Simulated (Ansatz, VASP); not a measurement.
# CaI2: VASP beside Ansatz, part 2 of 2

One calculation is typed for both programs; each brings its own data sets. How far apart do they land? Of the first pair: The structure shown is the end of the Ansatz relaxation below.

VASP 6.6.1 and Ansatz 0.2.0.

So far. Step 3 (VASP: single point, PBEsol, relaxed cell, pair 1): The run ends at a pressure of 0.01 GPa, with forces up to 0.018 eV/Å.

## Step 5: Ansatz: relaxation, PBEsol

Level of this step: Ansatz beside VASP: Kohn-Sham DFT, plane waves, PBEsol (Ansatz).

The two programs are compared at the cell with which this relaxation starts, whose forces are those of its first step.

The structure compared here is the start of the Ansatz relaxation; VASP solves that cell, so the two are compared at the walk's first step.

input.yaml

```yaml
crystal:
  lattice:
    - [4.45, 0.0, 0.0]
    - [-2.225, 3.85381, 0.0]
    - [0.0, 0.0, 20.0]
  atoms:
    - { symbol: Ca, position: [0.0, 0.0, 0.5] }
    - { symbol: I, position: [0.333333, 0.666667, 0.5825] }
    - { symbol: I, position: [0.666667, 0.333333, 0.4175] }
  periodic: [true, true, false]
kpoints:
  mp_grid: { grid: [6, 6, 1] }
hamiltonian:
  xc: pbesol
scf:
  occupations: { method: gaussian, width: 0.02 }
output:
  forces: true
  stress: true
  eigenvalues: true
  write_density: true
  write_potential: true
  elf: true
  volumetric_format: npy
relax:
  adjacent_minimum: "off"
  f_tol: 0.005
  max_steps: 80
  cell: { stress_2d_tol: 0.02 }
```

Launch:

```
ansatz run input.yaml --threads 8 --pin off --max-ram 14336MiB --backend cpu --events-out ev --progress --plain --runs-dir out
```

Numbers of over 12 decimals in the logs are rounded to 6 here.

What it wrote:

```text
[...]
° read free of the cell's end (the report's vacuum.weakly_bound_levels)
--- Relaxed structure (4 steps of the walk, 4 accepted, 1 SCFs on fresh bases) ---
[...]
cell:  # Å, volume = 518.5171 Å³
    - [4.437920, 0.0, 0]
    - [-2.218960, 3.843351, 0]
    - [0, 0, 30.400000]
  atoms:
    - { symbol: Ca, position: [0, 0, 0.328947] }
    - { symbol: I, position: [0.333333, 0.666667, 0.386793] }
    - { symbol: I, position: [0.666667, 0.333333, 0.271101] }
[key lines of the parts left out:]
SCF converged after 8 iterations
Free energy (F): -16663.168803 eV
Fermi energy:    -4.793371 eV
P = ½ c Tr σ = -0.0172 N/m
```

## Step 6: VASP: single point, PBEsol, start cell, pair 2

The same cell, functional, mesh and smearing now go to VASP, with its own data sets.

INCAR

```
SYSTEM = CaI2
PREC = Accurate
ENCUT = 400
EDIFF = 1E-06
NELM = 120
ISMEAR = 0
SIGMA = 0.02
LREAL = .FALSE.
ALGO = Normal
GGA = PS
NBANDS = 18
LORBIT = 11
LWAVE = .FALSE.
LCHARG = .FALSE.
ISIF = 2
LDIPOL = .TRUE.
IDIPOL = 3
DIPOL = 0.5 0.5 0.329
LVHAR = .TRUE.
LASPH = .TRUE.
GGA_COMPAT = .FALSE.
EFERMI = MIDGAP
NELMDL = -8
```

POSCAR

```
CaI2
1.0
    4.4499980000      0.0000000000      0.0000000000
   -2.2249990000      3.8538120000      0.0000000000
    0.0000000000      0.0000000000     30.4000000000
Ca I
1 2
Direct
    0.0000000000      0.0000000000      0.3289473684
    0.3333333333      0.6666666667      0.3832236842
    0.6666666667      0.3333333333      0.2746710526
```

KPOINTS

```
Automatic mesh
0
Gamma
6 6 1
0 0 0
```

PAW data sets: Ca_sv and I (PBE family, release 64).

Launch:

```
mpirun -np 1 vasp_std
```

What it wrote:

```text
[banner, memory and clock lines left out]
running    1 mpi-ranks, on    1 nodes
[...]
[... a notice as in an earlier step ...]

 LDA part: xc-table for (Slater+PW92), standard interpolation
 POSCAR, INCAR and KPOINTS ok, starting setup
[...]
entering main loop
       N       E                     dE             d eps       ncg     rms          rms(c)
DAV:   1     0.118190505599E+03    0.11819E+03   -0.86502E+03   356   0.756E+02
DAV:   2     0.398803644019E+01   -0.11420E+03   -0.11193E+03   334   0.167E+02
DAV:   3    -0.103944769703E+02   -0.14383E+02   -0.14355E+02   462   0.496E+01
DAV:   4    -0.105759944932E+02   -0.18152E+00   -0.18089E+00   360   0.745E+00
[...]
DAV:  23    -0.104396695777E+02   -0.35105E-05   -0.67868E-08   264   0.799E-04    0.779E-04
DAV:  24    -0.104396708662E+02   -0.12884E-05   -0.13203E-08   258   0.385E-04    0.247E-04
DAV:  25    -0.104396712735E+02   -0.40731E-06    0.17682E-11   246   0.213E-04
   1 F= -.10439671E+02 E0= -.10439671E+02  d E =0.000000E+00
```

OUTCAR, selected parts (step 6):

```text
  Total        0.8880938      0.8880941      1.3271824     -0.0000000      0.0000000     -0.0000000
  in kB        2.7292636      2.7292645      4.0786580     -0.0000000      0.0000000     -0.0000000
  external PRESSURE =       3.1790620 kB  Pullay stress =       0.0000000 kB

 POSITION                                       TOTAL-FORCE (eV/Angst)
 -----------------------------------------------------------------------------------
      0.00000      0.00000     10.00000        -0.000000      0.000000     -0.000000
     -0.00000      2.56921     11.65000        -0.000000      0.000000      0.407545
      2.22500      1.28460      8.35000         0.000000     -0.000000     -0.407545
 -----------------------------------------------------------------------------------
    total drift:                                0.000000      0.000000      0.000058

  FREE ENERGIE OF THE ION-ELECTRON SYSTEM (eV)
  ---------------------------------------------------
  free  energy   TOTEN  =       -10.4396712735 eV

  energy  without entropy=      -10.4396712735  energy(sigma->0) =      -10.43967127

[... 1 part as in an earlier step ...]

[... 2 further parts left out ...]
[key lines of the parts left out:]
E-fermi :  -2.9442
```

The run ends at a pressure of 0.32 GPa, with forces up to 0.41 eV/Å.

## Step 7: Side by side

What differs besides the data sets and the points named for the pairs above, as far as they apply: the data sets hold 44 valence electrons in Ansatz (on its default PAW (the set named soft_2) files) and 24 in VASP; Ansatz takes its cutoff from its data sets, VASP runs at 400 eV. Total energies have different zeros and are not compared.

Forces (eV/Å; atoms numbered as in POSCAR):

```
atom        Ansatz x, y, z          VASP x, y, z
 Ca1   0.000, 0.000, 0.000   0.000, 0.000, 0.000
  I2   0.000, 0.000, 0.388   0.000, 0.000, 0.408
  I3  0.000, 0.000, -0.388  0.000, 0.000, -0.408
```

The forces differ by 9.2 meV/Å r.m.s., which is 4.8 % of the r.m.s. force of 0.192 eV/Å (both taken over all components). With vacuum in the cell, a pressure given here is an average over mostly empty space and none of the material.

## Step 8: Ansatz: relaxation, PBEsol

This run makes the geometry at which the two programs are then compared.

The structure compared here is the end of the Ansatz relaxation.

input.yaml is that of step 5.

Launch:

```
ansatz run input.yaml --threads 8 --pin off --max-ram 14336MiB --backend cpu --events-out ev --progress --plain --runs-dir out
```

What it wrote:

```text
[...]
SCF iter   3: F=—  HF=-16663.168861 eV  |F-HF|=—  |Δ(HF+E_count)|=   1.34e-4  Δρ=5.08e-6  dr2=1.05e-7  ethr=3.37e-9  ⟨swp⟩=3.9  Hψ=367  notcnv=0
[...]
SCF iter   5: F=-16663.168861 eV  HF=-16663.168861 eV  |F-HF|=1.14e-9  |Δ(HF+E_count)|=   2.11e-9  Δρ=1.58e-7  dr2=1.63e-10  ethr=6.47e-12  ⟨swp⟩=13.1  Hψ=1441  notcnv=0
[...]
° read free of the cell's end (the report's vacuum.weakly_bound_levels)
--- Relaxed structure (4 steps of the walk, 4 accepted, 1 SCFs on fresh bases) ---
[...]
cell:  # Å, volume = 518.5171 Å³
    - [4.437920, 0.0, 0]
    - [-2.218960, 3.843351, 0]
    - [0, 0, 30.400000]
  atoms:
    - { symbol: Ca, position: [0, 0, 0.328947] }
    - { symbol: I, position: [0.333333, 0.666667, 0.386793] }
    - { symbol: I, position: [0.666667, 0.333333, 0.271101] }
[key lines of the parts left out:]
SCF converged after 8 iterations
Free energy (F): -16663.168803 eV
Fermi energy:    -4.793371 eV
P = ½ c Tr σ = -0.0172 N/m
```

## Step 9: VASP: single point, PBEsol, relaxed cell, pair 3

The same cell, functional, mesh and smearing now go to VASP, with its own data sets.

INCAR is that of step 6.

POSCAR

```
CaI2
1.0
    4.4379195520      0.0000000000      0.0000000000
   -2.2189597760      3.8433510719      0.0000000000
    0.0000000000      0.0000000000     30.4000000000
Ca I
1 2
Direct
    0.0000000000      0.0000000000      0.3289473684
    0.3333333333      0.6666666667      0.3867933929
    0.6666666667      0.3333333333      0.2711013439
```

KPOINTS is that of step 6.

Launch:

```
mpirun -np 1 vasp_std
```

What it wrote:

```text
[... set-up lines as in an earlier step ...]
 entering main loop
       N       E                     dE             d eps       ncg     rms          rms(c)
[... 24 cycles as in an earlier step ...]
   1 F= -.10482628E+02 E0= -.10482628E+02  d E =0.000000E+00
```

OUTCAR, selected parts (step 9):

```text
[... 6 parts as in an earlier step ...]

[... 1 further part left out ...]
[key lines of the parts left out:]
E-fermi :  -2.9611
```

The run ends at a pressure of 0.01 GPa, with forces up to 0.018 eV/Å.

## Step 10: Differences

What differs besides the data sets and the points named for the pairs above, as far as they apply: the data sets hold 44 valence electrons in Ansatz (on its default PAW (the set named soft_2) files) and 24 in VASP. Total energies have different zeros and are not compared.

Compared:

```
              quantity  Ansatz   VASP  difference
gap on the k mesh (eV)   3.753  3.744      +0.009
```

At this near-relaxed geometry the largest component of a force difference is 18 meV/Å. A gap on the mesh is an upper bound, since the band edges may lie between its points. With vacuum in the cell, a pressure given here is an average over mostly empty space and none of the material.

## Step 11: What came out

| Item | Value |
| --- | --- |
| difference in gap on the k mesh (single point, PBEsol, relaxed cell, pair 1) | 0.0092 eV |
| r.m.s. force difference (single point, PBEsol, relaxed cell, pair 1) | 8.5 meV/Å |
| r.m.s. force difference (single point, PBEsol, start cell, pair 2) | 9.2 meV/Å |
| difference in gap on the k mesh (single point, PBEsol, relaxed cell, pair 3) | 0.0092 eV |
| r.m.s. force difference (single point, PBEsol, relaxed cell, pair 3) | 8.5 meV/Å |

In words: The r.m.s. force difference is 9.2 meV/Å (single point, PBEsol, start cell, pair 2), within the 12 meV/Å picked in this series as the mark of a large difference. The data sets hold unlike numbers of valence electrons (44 in Ansatz and 24 in VASP), so part of the differences comes from the potentials. How closely two codes agree says nothing of how well the functional describes the real material.

[Lines on the potential files, build, host, timing and source positions are cut from VASP's logs without a mark.]

[Logs are printed without paths, hosts, clocks, repeated set-up lines and the standing remarks that a program may print on its own settings, such as how far it seeks lower states.]

[Hosts, paths, dates, database ids (printed as entryN), source tags and the programs' standing remarks are cut or masked in the printed files.]
